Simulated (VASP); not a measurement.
Here is the system:

```
CELL_PARAMETERS angstrom
      0.00000     2.74433     2.74433
      2.74433     0.00000     2.74433
      2.74433     2.74433     0.00000
ATOMIC_POSITIONS crystal
  Al 0.00000 0.00000 0.00000
  P  0.25000 0.25000 0.25000
```

Method: optB86b-vdW, VASP's PBE PAW potentials (set 64) (plane waves; VASP). Settings: 520 eV cut-off, Gaussian smearing of 0.050 eV, potentials Al P.

Problem. Predict the band gap (along the path) with the smallest direct gap where there is one.

Solution. 
| Quantity | Value |
|---|---|
| band gap (along the path) | 1.61 eV |
| smallest direct gap (along the path) | 3.20 eV |

Total energies compare only between runs with the same potentials, cut-off and functional.

The compound is AlP in the zinc blende structure. It was relaxed first.
